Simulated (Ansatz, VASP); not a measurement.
## SiO2 (Stishovite): VASP beside Ansatz

One calculation is typed for both programs; each brings its own data sets. How far apart do they land? The cell is taken from a series of runs on this material, whose earlier steps may have relaxed, scaled, displaced or heated it; both programs get it as it stands.

Main program and level: Ansatz 0.2.0; plane waves, with VASP 6.6.1 beside it; single point at HSE06.

## Step 1: Starting point

Symmetry: P4_2/mnm, No. 136, tetragonal system. Conventional cell: a = 4.176 Å, b = 4.176 Å, c = 2.668 Å, α = 90.00°, β = 90.00°, γ = 90.00°. Si has 6 O at 1.76 to 1.81 Å nearest. O has 3 Si at 1.76 to 1.81 Å nearest. Farther neighbours and most contacts between anions are not listed.

## Step 2: VASP: single point, HSE06

With cell and atoms fixed, the geometry can't cause a difference; cores, projectors, grids and the points listed under the comparison can.

Lines of VASP's logs that name or quote its potential files are left out, and so is its time.

The run reads the wave functions of an earlier VASP run, which isn't shown here.

INCAR

```
SYSTEM = SiO2
PREC = Accurate
ENCUT = 520
EDIFF = 1E-06
NELM = 100
ISMEAR = 0
SIGMA = 0.01
LREAL = .FALSE.
ALGO = Normal
LHFCALC = .TRUE.
AEXX = 0.25
GGA = PE
HFSCREEN = 0.208
LASPH = .TRUE.
NBANDS = 22
PRECFOCK = Fast
LORBIT = 11
LWAVE = .FALSE.
LCHARG = .FALSE.
KPAR = 4
NCORE = 2
ISIF = 2
```

POSCAR

```
SiO2
1.0
    4.1762460857      0.0000000000      0.0000000000
    0.0000000000      4.1762460857      0.0000000000
    0.0000000000      0.0000000000      2.6681228058
Si O
2 4
Direct
    0.0000000000      0.0000000000      0.0000000000
    0.5000000000      0.5000000000      0.5000000000
    0.3058061163      0.3058061163      0.0000000000
    0.1941938837      0.8058061163      0.5000000000
    0.6941938837      0.6941938837      0.0000000000
    0.8058061163      0.1941938837      0.5000000000
```

KPOINTS

```
Automatic mesh
0
Gamma
3 3 4
0 0 0
```

PAW data sets: Si and O (PBE family, release 64).

The run is started by

```sh
$ mpirun -np 8 vasp_std
```

Numbers of over 12 decimals in the logs are rounded to 6 here.

Output:

```text
[banner, memory and clock lines left out]
running    8 mpi-ranks, on    1 nodes
 distrk:  each k-point on    2 cores,    4 groups
 distr:  one band on    2 cores,    1 groups

 POSCAR found type information on POSCAR SiO
 POSCAR found :  2 types and       6 ions
 LDA part: xc-table for (Slater+PW92), standard interpolation
 found WAVECAR, reading the header
 POSCAR, INCAR and KPOINTS ok, starting setup
 FFT: planning ... GRIDC
 FFT: planning ... GRID_SOFT
 FFT: planning ... GRID
 reading WAVECAR
 the WAVECAR file was read successfully
 initial charge from wavefunction
 entering main loop
       N       E                     dE             d eps       ncg     rms          rms(c)
DAV:   1    -0.572819168091E+02   -0.57282E+02   -0.95619E-01   438   0.812E+00    0.396E+00
DAV:   2    -0.572876205093E+02   -0.57037E-02   -0.27056E-02   474   0.115E+00    0.299E+00
DAV:   3    -0.572847319319E+02    0.28886E-02   -0.18667E-03   474   0.290E-01    0.176E+00
DAV:   4    -0.572840116224E+02    0.72031E-03   -0.70588E-04   456   0.165E-01    0.987E-01
DAV:   5    -0.572838072164E+02    0.20441E-03   -0.12782E-04   462   0.819E-02    0.550E-01
DAV:   6    -0.572837418521E+02    0.65364E-04   -0.39012E-05   474   0.514E-02    0.309E-01
DAV:   7    -0.572837228445E+02    0.19008E-04   -0.11885E-05   474   0.297E-02    0.173E-01
DAV:   8    -0.572837173199E+02    0.55246E-05   -0.31126E-06   436   0.153E-02    0.970E-02
DAV:   9    -0.572837158239E+02    0.14960E-05   -0.91159E-07   330   0.845E-03    0.552E-02
DAV:  10    -0.572837154735E+02    0.35039E-06   -0.35771E-07   276   0.540E-03
   1 F= -.57283715E+02 E0= -.57283715E+02  d E =-.376733E-14
```

From OUTCAR (step 2):

```text
ion  position               nearest neighbor table
   1  0.000  0.000  0.000-   4 1.76   6 1.76   4 1.76   6 1.76   5 1.81   3 1.81
   2  0.500  0.500  0.500-   3 1.76   5 1.76   3 1.76   5 1.76   4 1.81   6 1.81
   3  0.306  0.306  0.000-   2 1.76   2 1.76   1 1.81
   4  0.194  0.806  0.500-   1 1.76   1 1.76   2 1.81
   5  0.694  0.694  0.000-   2 1.76   2 1.76   1 1.81
   6  0.806  0.194  0.500-   1 1.76   1 1.76   2 1.81

  LATTYP: Found a simple tetragonal cell.
 ALAT       =     4.1762460857
 C/A-ratio  =     0.6388806481

 Subroutine GETGRP returns: Found 16 space group operations
 (whereof  8 operations were pure point group operations)

The static configuration has the point symmetry D_2h.
 The point group associated with its full space group is D_4h.

 Found      9 irreducible k-points:

   k-points           NKPTS =      9   k-points in BZ     NKDIM =     36   number of bands    NBANDS=     22

   dimension x,y,z NGX =    32 NGY =   32 NGZ =   20
   dimension x,y,z NGXF=    64 NGYF=   64 NGZF=   40

   ENCUT  =  520.0 eV  38.22 Ry    6.18 a.u.   7.77  7.77  4.96*2*pi/ulx,y,z

   NELECT =      32.0000    total number of electrons

 k-points in reciprocal lattice and weights: Automatic mesh
   0.00000000  0.00000000  0.00000000       0.028
   0.33333333  0.00000000  0.00000000       0.111
   0.33333333  0.33333333  0.00000000       0.111
   0.00000000  0.00000000  0.25000000       0.056
   0.33333333  0.00000000  0.25000000       0.222
   0.33333333  0.33333333  0.25000000       0.222
   0.00000000  0.00000000  0.50000000       0.028
   0.33333333  0.00000000  0.50000000       0.111
   0.33333333  0.33333333  0.50000000       0.111

  exchange ACFDT corr.  =         0.00000000  see jH, gK, PRB 81, 115126

 average (electrostatic) potential at core
       1 -77.6811       2 -77.6811       3 -60.6211       4 -60.6211       5 -60.6211
       6 -60.6211

 E-fermi :   6.9175

 k-point     1 :       0.0000    0.0000    0.0000
  band No.  band energies     occupation
    ...
     12       3.7718      2.00000
     13       4.4420      2.00000
     14       6.0410      2.00000
     15       6.0410      2.00000
     16       6.8681      2.00000
     17      14.5817      0.00000
     18      15.5962      0.00000
     19      17.4592      0.00000
     20      17.4592      0.00000
     21      20.0397      0.00000
    ...

 k-point     2 :       0.3333    0.0000    0.0000
  band No.  band energies     occupation
    ...
     12       4.0078      2.00000
     13       4.0222      2.00000
     14       4.4417      2.00000
     15       5.8458      2.00000
     16       6.1159      2.00000
     17      16.0095      0.00000
     18      16.5209      0.00000
     19      17.7607      0.00000
     20      17.9063      0.00000
     21      20.4656      0.00000
    ...

 k-point     3 :       0.3333    0.3333    0.0000
  band No.  band energies     occupation
    ...
     12       3.6678      2.00000
     13       4.0693      2.00000
     14       4.1432      2.00000
     15       4.9576      2.00000
     16       5.5532      2.00000
     17      16.1191      0.00000
     18      16.8339      0.00000
     19      18.2736      0.00000
     20      18.8937      0.00000
     21      20.8065      0.00000
    ...

  Total       -0.1788438     -0.1788438     -0.2651150     -0.0000000      0.0000000      0.0000000
  in kB       -6.1575305     -6.1575305     -9.1278169     -0.0000000      0.0000000      0.0000000
  external PRESSURE =      -7.1476260 kB  Pullay stress =       0.0000000 kB

  energy-cutoff  :      520.00
  volume of cell :       46.53
      direct lattice vectors                 reciprocal lattice vectors
     4.176246086  0.000000000  0.000000000     0.239449491  0.000000000  0.000000000
     0.000000000  4.176246086  0.000000000     0.000000000  0.239449491  0.000000000
     0.000000000  0.000000000  2.668122806     0.000000000  0.000000000  0.374795342

 POSITION                                       TOTAL-FORCE (eV/Angst)
 -----------------------------------------------------------------------------------
      0.00000      0.00000      0.00000         0.000000      0.000000      0.000000
      2.08812      2.08812      1.33406         0.000000      0.000000      0.000000
      1.27712      1.27712      0.00000         0.042434      0.042434     -0.000000
      0.81100      3.36524      1.33406        -0.042434      0.042434     -0.000000
      2.89912      2.89912      0.00000        -0.042434     -0.042434      0.000000
      3.36524      0.81100      1.33406         0.042434     -0.042434      0.000000
 -----------------------------------------------------------------------------------
    total drift:                               -0.000000      0.000000     -0.000000

  FREE ENERGIE OF THE ION-ELECTRON SYSTEM (eV)
  ---------------------------------------------------
  free  energy   TOTEN  =       -57.2837154735 eV

  energy  without entropy=      -57.2837154735  energy(sigma->0) =      -57.28371547

 total charge
# of ion       s       p       d       tot
------------------------------------------
    1        0.586   0.879   0.000   1.465
    2        0.586   0.879   0.000   1.465
    3        1.556   3.719   0.000   5.275
    4        1.556   3.719   0.000   5.275
    5        1.556   3.719   0.000   5.275
    6        1.556   3.719   0.000   5.275
--------------------------------------------------
tot          7.395  16.634   0.000  24.029

[... 3 further parts left out ...]
```

The gap is read on the k-mesh alone, so it is an upper bound where the band edges lie off the mesh. The k-mesh is coarse for exact exchange; levels may shift by about 0.1 eV on a finer one. The PAW data sets were made with PBE, which is usual practice but a small mismatch for other functionals.

## Step 3: Ansatz: single point, HSE06

Ansatz runs on its default PAW (the set named soft_2) files.

The same cell, functional and mesh now go to Ansatz.

input.yaml

```yaml
crystal:
  lattice:
    - [4.1762460857, 0.0, 0.0]
    - [0.0, 4.1762460857, 0.0]
    - [0.0, 0.0, 2.6681228058]
  atoms:
    - { symbol: Si, position: [0.0, 0.0, 0.0] }
    - { symbol: Si, position: [0.5, 0.5, 0.5] }
    - { symbol: O, position: [0.3058061163, 0.3058061163, 0.0] }
    - { symbol: O, position: [0.1941938837, 0.8058061163, 0.5] }
    - { symbol: O, position: [0.6941938837, 0.6941938837, 0.0] }
    - { symbol: O, position: [0.8058061163, 0.1941938837, 0.5] }
kpoints:
  mp_grid: { grid: [3, 3, 4] }
hamiltonian:
  xc: hse06
scf:
  occupations: { method: fixed }
  n_extra_bands: 6
  lower_state_search: "off"
  convergence: { dr2_threshold: 1.0e-09 }
output:
  eigenvalues: true
basis:
  ecutwfc: 650
```

The run is started by

```sh
$ ansatz run input.yaml --threads 20 --pin off --max-ram 73728MiB --backend cpu --events-out ev --progress --plain --runs-dir out
```

Output:

```text
scf.n_extra_bands = 6 over 16 filled bands (N_el = 32.0): the run solves 22 bands
exact exchange: scf.exx.singularity resolves to wigner_seitz, which cuts the screened interaction at the faces of the exchange supercell's Wigner-Seitz cell, so that each pair interacts once, at the shortest of its separations (the periodic images that this leaves out come, for a point-like exchange hole, to about 0.001 eV on a filled level). The cut falls within the interaction's reach, and what an exchange supercel [...]
Engine: ansatz 0.2.0, aarch64-unknown-linux-gnu
Pseudopotentials: kind: paw
Pseudopotential: Si, paw, valence charge 4, recommended cutoff 420 eV (normal), Si.paw.azcp
Pseudopotential: O, paw, valence charge 6, recommended cutoff 420 eV (normal), O.paw.azcp
Functional definition: HSE06
  parameter a = 0.25
  parameter omega = 0.11/bohr
  exchange = pbe_x - a*pbe_x_sr(omega) + a*exact_x_sr(omega)
  correlation = pbe_c
davidson cushion auto → on  (no smearing: the cushion is to keep the highest requested band from converging to the state above it; pin scf.eigensolver.cushion to override)
Crystal: 6 atoms, lattice volume = 46.535 Å³
Basis set: ecut = 650 eV, 1787 PW (Γ)
Bands: 22, of which v1, the nominal top of the filled ones, is band 16 counted from 1 (15 counted from 0)
Symmetry: 16 space group operations
Space group: P42/mnm (ITA 136), of the structure as read, at distance tolerance 3.6e-5 Å
k-points: 9 of 36
Non-local potential: Si, projectors of the file, l = 0: 2, l = 1: 2, l = 2: 2
Non-local potential: O, projectors of the file, l = 0: 2, l = 1: 2, l = 2: 1
PAW form: soft (Blöchl's): semilocal exchange-correlation on the pseudo side does not see the compensation charge
PAW frozen core: Si, regenerated for the run's functional, and the local potential with it (the file was generated under x = pbe(κ = 0.804, μ = 0.219515), c = pbe(β = 0.066725))
PAW frozen core: O, regenerated for the run's functional, and the local potential with it (the file was generated under x = pbe(κ = 0.804, μ = 0.219515), c = pbe(β = 0.066725))
PAW one-centre angular grid: Si, 110 points (default); XC on 64 Gauss nodes
PAW one-centre angular grid: O, 110 points (default); XC on 96 Gauss nodes
Initial density: superposition of atomic densities (neutral atoms: chi_scale 0, normalization atom), corrected by the library's trained network
Initial wavefunctions: pseudopotential atomic-orbital guess
Functional: x = pbe(κ = 0.804, μ = 0.219515), c = pbe(β = 0.066725), warm-up for x = pbe(κ = 0.804, μ = 0.219515) + 0.25 (exact − pbe) at short range (hse, ω = 0.207870 Å⁻¹), c = pbe(β = 0.066725); HSE06 as pw.x's `hse` composes it (authors' and Libxc's form: `xc: wpbeh`)
SCF iter   1: F=—  HF=-3546.983564 eV  |F-HF|=—  |Δ(HF+E_count)|=         —  Δρ=3.83e-3  dr2=2.55e-3  ethr=1.77e-3  ⟨swp⟩=2.0  Hψ=1485  notcnv=0
preconditioner: auto → none  [insulator: Δε(μ)=5.641 eV  Ē_g=18.853 eV  n_scr=10 (ndim 8)  ℏωp=30.8 eV  f_vac=0.000]
SCF iter   2: F=-3546.983316 eV  HF=-3546.983307 eV  |F-HF|=8.84e-6  |Δ(HF+E_count)|=   2.57e-4  Δρ=1.60e-3  dr2=3.38e-4  ethr=7.97e-6  ⟨swp⟩=4.0  Hψ=598  notcnv=0  defer=2
SCF 1 stopped early in 2 iterations: F = -3546.983316 eV  dr2 = 3.38e-4
  greatest PAW one-centre occupation: 0.860 electrons in one spin orbital (limit 2), on the O atom at site 4 (counted from 0), in its partial waves of l = 0
Initial density: handed on by an earlier stage of this run
Initial wavefunctions: those handed on with the density
Functional: x = pbe(κ = 0.804, μ = 0.219515) + 0.25 (exact − pbe) at short range (hse, ω = 0.207870 Å⁻¹), c = pbe(β = 0.066725); HSE06 as pw.x's `hse` composes it (authors' and Libxc's form: `xc: wpbeh`)
Exchange kernel: α = 0.2500, screened, ω = 0.2079 Å⁻¹, Wigner–Seitz truncation, v(0) = 972.5170 eV·Å³, q-mesh 3×3×4, nearest image of the exchange supercell L = 10.67 Å, pair-density grid 30×30×20, without the augmentation charges, whose exchange is taken in its separable form by FFT convolution over the k-point mesh (sized by the pseudopotential files, 36×36×24 at the most), smooth part of the exact exchange by density-matrix convolution
Frozen-core exchange: fock
SCF iter   1: F=—  HF=-3547.843932 eV  |F-HF|=—  |Δ(HF+E_count)|=         —  Δρ=9.37e-3  dr2=2.17e-2  ethr=1.06e-5  ⟨swp⟩=6.9  Hψ=953  notcnv=0
preconditioner: auto → none  [insulator: Δε(μ)=7.748 eV  Ē_g=21.574 eV  n_scr=10 (ndim 8)  ℏωp=30.8 eV  f_vac=0.000]
SCF iter   2: F=—  HF=-3547.835223 eV  |F-HF|=—  |Δ(HF+E_count)|=   8.71e-3  Δρ=4.50e-3  dr2=3.96e-3  ethr=1.06e-5  ⟨swp⟩=3.8  Hψ=582  notcnv=0
SCF iter   3: F=—  HF=-3547.844040 eV  |F-HF|=—  |Δ(HF+E_count)|=   8.82e-3  Δρ=1.50e-3  dr2=9.61e-4  ethr=9.74e-6  ⟨swp⟩=3.7  Hψ=514  notcnv=0
iter 4 solved again at ethr=2.53e-7 eV; its pass at ethr=2.90e-6 eV (dr2=8.08e-5 eV) is discarded
SCF iter   4: F=—  HF=-3547.843762 eV  |F-HF|=—  |Δ(HF+E_count)|=   2.79e-4  Δρ=5.13e-4  dr2=1.16e-4  ethr=2.53e-7  ⟨swp⟩=2.2  Hψ=1035  notcnv=0
SCF iter   5: F=-3547.843731 eV  HF=-3547.843731 eV  |F-HF|=2.79e-7  |Δ(HF+E_count)|=   3.09e-5  Δρ=9.17e-5  dr2=9.20e-6  ethr=2.53e-7  ⟨swp⟩=3.0  Hψ=485  notcnv=0
SCF 2 stopped early in 5 iterations: F = -3547.843731 eV  dr2 = 9.20e-6
  greatest PAW one-centre occupation: 0.864 electrons in one spin orbital (limit 2), on the O atom at site 5 (counted from 0), in its partial waves of l = 0
hybrid outer 1: dexx = +1.093e-2 eV, tail = 2.91e-5 eV
Exchange kernel: α = 0.2500, screened, ω = 0.2079 Å⁻¹, Wigner–Seitz truncation, v(0) = 972.5170 eV·Å³, q-mesh 3×3×4, nearest image of the exchange supercell L = 10.67 Å, pair-density grid 30×30×20, without the augmentation charges, whose exchange is taken in its separable form by FFT convolution over the k-point mesh (sized by the pseudopotential files, 36×36×24 at the most), smooth part of the exact exchange by density-matrix convolution
Frozen-core exchange: fock
SCF iter   1: F=—  HF=-3547.843764 eV  |F-HF|=—  |Δ(HF+E_count)|=         —  Δρ=1.33e-4  dr2=5.99e-6  ethr=4.55e-7  ⟨swp⟩=3.7  Hψ=478  notcnv=0
preconditioner: auto → none  [insulator: Δε(μ)=7.731 eV  Ē_g=21.557 eV  n_scr=10 (ndim 8)  ℏωp=30.8 eV  f_vac=0.000]
iter 2 solved again at ethr=3.91e-10 eV; its pass at ethr=1.83e-8 eV (dr2=1.25e-7 eV) is discarded
SCF iter   2: F=—  HF=-3547.843762 eV  |F-HF|=—  |Δ(HF+E_count)|=   1.90e-6  Δρ=2.71e-5  dr2=2.42e-7  ethr=3.91e-10  ⟨swp⟩=4.2  Hψ=1100  notcnv=0
SCF iter   3: F=—  HF=-3547.843763 eV  |F-HF|=—  |Δ(HF+E_count)|=   1.26e-6  Δρ=1.52e-5  dr2=7.14e-8  ethr=3.64e-10  ⟨swp⟩=5.4  Hψ=716  notcnv=0  defer=1
SCF iter   4: F=—  HF=-3547.843763 eV  |F-HF|=—  |Δ(HF+E_count)|=   2.41e-8  Δρ=2.67e-6  dr2=2.46e-9  ethr=2.14e-10  ⟨swp⟩=3.0  Hψ=538  notcnv=0
SCF iter   5: F=-3547.843763 eV  HF=-3547.843763 eV  |F-HF|=1.50e-10  |Δ(HF+E_count)|=   1.35e-8  Δρ=1.47e-6  dr2=3.74e-10  ethr=4.78e-12  ⟨swp⟩=6.0  Hψ=765  notcnv=0
SCF 3 converged in 5 iterations: F = -3547.843763 eV  dr2 = 3.74e-10
  greatest PAW one-centre occupation: 0.864 electrons in one spin orbital (limit 2), on the O atom at site 4 (counted from 0), in its partial waves of l = 0
hybrid outer 2: dexx = +1.439e-6 eV, tail = 3.95e-9 eV, Δε = 1.73e-3 eV (about 2.12e-5 eV left of the loop's levels)
hybrid SCF converged: 2 outer / 10 inner (+2 warm-up), last move |dexx| = 1.44e-6 eV, tail = 3.95e-9 eV
Stability not checked: this state was not tested for a lower state beside it, because the functional holds exact exchange (a hybrid, or Hartree-Fock), whose exchange loop this test does not read (fock_operator; see scf.lower_state_search)
Free energy (F): -3547.843763 eV
Frozen-core exchange: fock
Harris-Foulkes:  -3547.843763 eV  (|F-HF|=1.50e-10)
Internal energy: -3547.843763 eV  (E = F + TS)
E sigma→0 (E₀):  -3547.843763 eV
Fermi energy:    9.227312 eV
--- Per-component energies (eV) ---
  E_band       = 7.414567
  E_kinetic    = 819.383852
  E_local      = -1216.386938  (includes V_loc(G=0)·N_el)
  E_nonlocal   = 230.568148
  E_hartree    = 434.107053
  E_xc         = -331.665452
  E_vxc        = -383.220168  (∫ρ·V_xc dr)
  E_exx        = -92.826641  (= α·E_x^exact, valence–valence)
  E_paw        = -1650.747792  (= ΣΔE_a)
  E_vpaw       = -125.492597  (= ΣTr[D̂ρ^β])
  E_aug_tail   = 0.001819  (compensation charges beyond the density's cutoff)
  E_ewald      = -1740.052939
  E_core_change = -0.224872  (= ΣΔE_core)
  E_smearing   = -0.000000  (= −TS)
  E_closure    = 0.000000  (closes the sum)
  Σ components = -3547.843763   (vs F -3547.843763, Δ=0.00e0)
--- Band table (eV; the first three rows and the last of 9) ---
  k-point 0: bands = [... 12 lower, 6.8120, 8.3963, 8.3963, 9.2273, 16.9577, 17.9563, 19.8438, 19.8438, ... 2 higher]
  k-point 1: bands = [... 12 lower, 4.8067, 7.7042, 7.7042, 8.3792, 18.9543, 21.4305, 21.5333, 22.8234, ... 2 higher]
  k-point 2: bands = [... 12 lower, 5.9636, 5.9636, 6.3835, 6.3835, 20.6552, 20.6552, 24.2129, 24.2129, ... 2 higher]
  k-point 8: bands = [... 12 lower, 6.8712, 6.9976, 7.1451, 7.5598, 18.9745, 19.1632, 22.5168, 22.9363, ... 2 higher]
```

In the SCF lines HF is the Harris–Foulkes energy and dr2 the Hartree energy of the density residual, in eV; the loop may stop once dr2 is under the threshold and the program's other checks hold. Hψ counts applications of the Hamiltonian.

## Step 4: Comparison

Known differences besides the potentials themselves: exact exchange at q = 0 is treated differently, which shows on coarse meshes; VASP keeps PBE cores, Ansatz makes them for the functional; fixed occupations in Ansatz, narrow Gaussian smearing in VASP; the cutoff is 650 eV in Ansatz and 520 eV in VASP; VASP takes a coarser grid for exact exchange (PRECFOCK = Fast). Total energies have different zeros and are not compared.

Compared:

| quantity | Ansatz | VASP | difference |
| --- | --- | --- | --- |
| gap on the k mesh (eV) | 7.730 | 7.714 | +0.017 |

A gap on the mesh is an upper bound, since the band edges may lie between its points.

## Step 5: What came out

```json
{"difference in gap on the k mesh (single point, HSE06)": "0.017 eV"}
```

What this shows: The difference in gap on the k mesh is 0.017 eV (single point, HSE06), within the 0.08 eV picked in this series as the mark of a large difference. How closely two codes agree says nothing of how well the functional describes the real material.

[Lines on the potential files, build, host, timing and source positions are cut from VASP's logs without a mark.]

[Logs are printed without paths, hosts, clocks, repeated set-up lines and the standing remarks that a program may print on its own settings, such as how far it seeks lower states.]

[Hosts, paths, dates, database ids (printed as entryN), source tags and the programs' standing remarks are cut or masked in the printed files.]
